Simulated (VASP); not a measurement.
Crystal: AlN.

```xyz
4
Lattice="3.1130 0.0000 0.0000 -1.5565 2.6959 0.0000 0.0000 0.0000 4.9810" Properties=species:S:1:pos:R:3 pbc="T T T"
Al    0.0000    1.7973    0.0000
Al    1.5565    0.8986    2.4905
N     0.0000    1.7973    1.8928
N     1.5565    0.8986    4.3833
```

| Item | Value |
| --- | --- |
| Program | VASP 6.6.1 |
| Task | relaxation of cell and atoms |
| Functional | PBE |
| Potentials or basis | VASP PAW PBE potentials, release 64 (Al, N) |
| Cutoff | 520 eV |
| k mesh | 6 × 6 × 2 |
| Occupations | gaussian, width 0.02 eV |
| Spin | no spin polarisation |

At the start: pressure 3.4 GPa; volume 10.45 Å³/atom.

Where does the relaxation end?

Over 8 steps the energy falls by 2.2 meV/atom and the volume is 10.63 Å³/atom (+1.7 %); space group P6_3mc (No. 186, to 0.05 Å).

Step by step:
| step | energy change (eV) | largest force (eV/Å) | pressure (GPa) | volume (Å³) |
| --- | --- | --- | --- | --- |
| 1 | 0.0000 | 0.1307 | 3.43 | 41.80 |
| 2 | -0.0018 | 0.0935 | -2.88 | 43.17 |
| 3 | -0.0087 | 0.0034 | 0.00 | 42.52 |
| 4 | -0.0087 | 0.0057 | 0.07 | 42.50 |
| 5 | -0.0087 | 0.0069 | 0.05 | 42.50 |
| 6 | -0.0087 | 0.0074 | 0.04 | 42.51 |
| 7 | -0.0087 | 0.0022 | -0.03 | 42.52 |
| 8 | -0.0087 | 0.0006 | -0.01 | 42.52 |

Final structure:
```
Al N
1.0
     3.12838    0.00000    0.00000
    -1.56419    2.70926    0.00000
     0.00000    0.00000    5.01634
Al N
2 2
Direct
  0.33333 0.66667 0.99925
  0.66667 0.33333 0.49925
  0.33333 0.66667 0.38075
  0.66667 0.33333 0.88075
```

Caveat: the k mesh is coarse (spacing up to 0.63 Å⁻¹), so the values aren't converged.
